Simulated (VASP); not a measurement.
```
CELL_PARAMETERS angstrom
      0.00000     3.01188     3.01188
      3.01188     0.00000     3.01188
      3.01188     3.01188     0.00000
ATOMIC_POSITIONS crystal
  Ca 0.00000 0.00000 0.00000
  Se 0.50000 0.50000 0.50000
```

Calculation: HSE06 screened hybrid, VASP's PBE PAW potentials (set 64) (plane waves; VASP). Numerical set-up: 520 eV cut-off, 6×6×6 Γ-centred mesh, Gaussian smearing of 0.050 eV, potentials Ca_sv Se.

Question: Predict the energy per atom (σ→0), pressure, band gap (on the k-mesh) with the smallest direct gap where there is one.

Answer: 
- band gap (on the k-mesh): 3.13 eV
- smallest direct gap (on the k-mesh): 4.00 eV
- energy per atom (σ→0): -5.348 eV/atom
- pressure: -1.86 GPa

Total energies compare only between runs with the same potentials, cut-off and functional.

The compound is CaSe in the rock salt structure. This cell is one point of a volume scan, at 1.03 of the reference volume. The cell's shape comes from a PBE relaxation.
